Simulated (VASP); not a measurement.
Crystal: BaTiO3.

```
Ba Ti O
1.0
     3.99980    0.00000    0.00000
     0.00000    3.99980    0.00000
     0.00000    0.00000    4.01800
Ba Ti O
1 1 3
Direct
  0.00000 0.00000 0.00000
  0.50000 0.50000 0.49000
  0.50000 0.50000 0.01900
  0.50000 0.00000 0.51700
  0.00000 0.50000 0.51700
```

Base run:

| Property | Result |
| --- | --- |
| Program | VASP 6.6.1 |
| Functional | LDA |
| Potentials or basis | VASP PAW LDA potentials, release 64 (Ba_sv, Ti_sv, O) |
| Cutoff | 520 eV |
| k mesh | 8 × 8 × 8 |
| Occupations | gaussian, width 0.02 eV |
| Spin | no spin polarisation |

Its results: band gap on the k mesh 1.68 eV, indirect (least direct gap 1.97 eV); electronic dielectric tensor (diagonal) 6.69, 6.69, 6.24.

Problem. The run is repeated on the same cell with these changes: functional from LDA to PBE; potentials or basis from VASP PAW LDA potentials, release 64 (Ba_sv, Ti_sv, O) to VASP PAW PBE potentials, release 64 (Ba_sv, Ti_sv, O). What comes out?

Solution. Band gap on the k mesh 1.77 eV, indirect (least direct gap 2.06 eV); electronic dielectric tensor (diagonal) 6.58, 6.58, 6.15.

Caveats: spin-orbit coupling is left out, which moves the levels of the heavy elements.

A k mesh can miss the band edges.
